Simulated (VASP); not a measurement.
Given:

```xyz
40
Lattice="-4.7839 4.7839 4.7839 4.7839 -4.7839 4.7839 4.7839 4.7839 -4.7839" Properties=species:S:1:pos:R:3 pbc="T T T"
N      2.3920     2.3920     2.3920
N     -2.3920     2.3920     2.3920
N      2.3920     2.3920    -2.3920
N      2.3920    -2.3920     2.3920
N      4.4634     0.0000     2.3920
N      0.3205     0.0000     7.1759
N      2.3920     4.4634     0.0000
N      7.1759     0.3205     0.0000
N      0.0000     2.3920     4.4634
N      0.0000     7.1759     0.3205
N      0.3205     4.7839     2.3920
N      4.4634     4.7839    -2.3920
N      2.3920     0.3205     4.7839
N     -2.3920     4.4634     4.7839
N      4.7839     2.3920     0.3205
N      4.7839    -2.3920     4.4634
Zn     3.7362     1.4629     3.6664
Zn     5.8316     3.3210     3.6664
Zn     1.0477     1.4629     5.9014
Zn    -1.0477     3.3210     5.9014
Zn     3.6664     3.7362     1.4629
Zn     3.6664     5.8316     3.3210
Zn     5.9014     1.0477     1.4629
Zn     5.9014    -1.0477     3.3210
Zn     1.4629     3.6664     3.7362
Zn     3.3210     3.6664     5.8316
Zn     1.4629     5.9014     1.0477
Zn     3.3210     5.9014    -1.0477
Zn     1.0477     3.3210     1.1175
Zn    -1.0477     1.4629     1.1175
Zn     3.7362     3.3210    -1.1175
Zn     5.8316     1.4629    -1.1175
Zn     1.1175     1.0477     3.3210
Zn     1.1175    -1.0477     1.4629
Zn    -1.1175     3.7362     3.3210
Zn    -1.1175     5.8316     1.4629
Zn     3.3210     1.1175     1.0477
Zn     1.4629     1.1175    -1.0477
Zn     3.3210    -1.1175     3.7362
Zn     1.4629    -1.1175     5.8316
```

Level of theory: LDA (Ceperley-Alder, Perdew-Zunger), VASP's LDA PAW potentials (set 64) (plane waves; VASP). Run with LREAL = Auto, 400 eV cut-off, 3×3×3 Γ-centred mesh shifted by (0.5, 0.5, 0.5), Fermi-Dirac smearing of 0.10 eV, potentials N Zn.

At this cut-off the stress carries a Pulay error, which pulls relaxed volumes low.

Problem. Estimate the energy per atom (σ→0), pressure.

Solution. 
```json
{
  "energy per atom (σ→0)": "-4.730 eV/atom",
  "pressure": "-1.27 GPa"
}
```

The structure was generated: Zn3N2 was put into an ordered model structure, a phase also known from measurement. The cell was not relaxed at this level.
